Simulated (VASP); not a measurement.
## Al: single point with PBE

Crystal: Al.

```
Al
1.0
     0.00000    2.04042    2.04042
     2.04042    0.00000    2.04042
     2.04042    2.04042    0.00000
Al
1
Direct
  0.00000 0.00000 0.00000
```

The cell isn't the ideal one: a relaxed cell with its volume scaled by 1.03.

| Quantity | Value |
| --- | --- |
| Program | VASP 6.6.1 |
| Task | single point |
| Functional | PBE |
| Potentials or basis | VASP PAW PBE potentials, release 64 (Al) |
| Cutoff | 250 eV |
| k mesh | 18 × 18 × 18 |
| Occupations | gaussian, width 0.1 eV |
| Spin | no spin polarisation |

```json
{
  "Band gap on the k mesh": "none (metal or under the smearing width)"
}
```

Levels at points of the mesh, in eV from the Fermi level:
```
           k point  band 1  band 2  band 3  band 4  band 5
(0.00, 0.00, 0.00)  -10.93   12.51   12.51   12.51   13.74
(0.50, 0.00, 0.00)   -4.47   -4.33   11.11   11.11   11.38
(0.50, 0.50, 0.00)   -2.85   -1.59    5.29    5.46    5.46
```

Wall time 8.1 s on 1 thread of AMD EPYC 7R13 Processor (Zen 3), on a shared host, peak memory 0.08 GiB.
